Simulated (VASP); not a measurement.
Input:

```xyz
5
Lattice="2.5228 0.0000 0.0000 -1.2614 2.1848 0.0000 0.0000 0.0000 25.1234" Properties=species:S:1:pos:R:3 pbc="T T T"
Cu     1.2614     0.7283     8.4865
Cu     0.0000     1.4565    10.5216
Cu     0.0000     0.0000    12.5617
Cu     1.2614     0.7283    14.6018
Cu     0.0000     1.4565    16.6370
```

Computed with PBEsol GGA, VASP's PBE PAW potentials (set 64) (plane waves; VASP). Settings: PREC = Normal, 400 eV cut-off, 12×12×1 Γ-centred mesh, first-order Methfessel-Paxton smearing of 0.10 eV, potentials Cu.

**Question.** Predict the energy per atom (σ→0), band gap (on the k-mesh) with the smallest direct gap where there is one.

**Answer.** 
```yaml
band gap (on the k-mesh): none (metal, semimetal or under 0.01 eV)
energy per atom (σ→0): -4.084 eV/atom
```

Only differences to runs with the same potentials and settings are physical.

The cell is a thin slab with vacuum, built from Cu (fcc): (111) face.
